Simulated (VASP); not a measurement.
VASP input:

KPOINTS:
```
Automatic mesh
0
Gamma
13 13 13
0 0 0
```

### INCAR
```
SYSTEM = Fe
PREC = Accurate
ENCUT = 400
EDIFF = 1E-6
NELM = 100
ALGO = Normal
LREAL = .FALSE.
LASPH = .TRUE.
ISMEAR = 1
SIGMA = 0.1
GGA = PE
LMAXMIX = 4
ISPIN = 2
MAGMOM = 2.5
LORBIT = 10
LWAVE = .FALSE.
LCHARG = .FALSE.
ISIF = 2
NBANDS = 2
```

**POSCAR**
```
Fe
1
   -1.4350000000     1.4350000000     1.4350000000
    1.4350000000    -1.4350000000     1.4350000000
    1.4350000000     1.4350000000    -1.4350000000
Fe
1
Direct
  0.0000000000   0.0000000000   0.0000000000
```

POTCAR, in this order: Fe (PBE.64 set). Program: vasp_std.

The run wrote:

### standard output
```
 POSCAR found type information on POSCAR Fe
 POSCAR found :  1 types and       1 ions
 Reading from existing POTCAR
 Reading from existing POTCAR
 LDA part: xc-table for (Slater+PW92), standard interpolation

 -----------------------------------------------------------------------------
|                                                                             |
|     EEEEEEE  RRRRRR   RRRRRR   OOOOOOO  RRRRRR      ###     ###     ###     |
|     E        R     R  R     R  O     O  R     R     ###     ###     ###     |
|     E        R     R  R     R  O     O  R     R     ###     ###     ###     |
|     EEEEE    RRRRRR   RRRRRR   O     O  RRRRRR       #       #       #      |
|     E        R   R    R   R    O     O  R   R                               |
|     E        R    R   R    R   O     O  R    R      ###     ###     ###     |
|     EEEEEEE  R     R  R     R  OOOOOOO  R     R     ###     ###     ###     |
|                                                                             |
|     The number of bands is not sufficient to hold all electrons. I am       |
|     sorry, but this calculation does not make sense. If you want to         |
|     calculate only selected states, you need to set either EFERMI or        |
|     EREF. EREF specifies around which energy states are supposed to be      |
|     calculated.                                                             |
|     I found NBANDS = 2, NELECT = 8.                                         |
|                                                                             |
|       ---->  I REFUSE TO CONTINUE WITH THIS SICK JOB ... BYE!!! <----       |
|                                                                             |
 -----------------------------------------------------------------------------
```

From input and log, find the fault in this run and mend it.

The cause: NBANDS is too small to hold all electrons. VASP stops with an error: The number of bands is not sufficient to hold all electrons. I am sorry, but this calculation does not make sense. If you want to calculate only selected states, you need to set either EFERMI or EREF. EREF specifies around which energy states are supposed to be calculated. I found NBANDS = 2, NELECT = 8. ----> I REFUSE TO CONTINUE WITH THIS SICK JOB ... BYE!!! <---- To mend it, remove NBANDS.

The mended run (PBE GGA, plane waves, VASP's PBE PAW potentials (set 64)) converges, and its OSZICAR ends with
```
   1 F= -.82262588E+01 E0= -.82261999E+01  d E =-.176767E-03  mag=     2.2181
```

The compound is Fe in the bcc structure. The cell was not relaxed at this level.
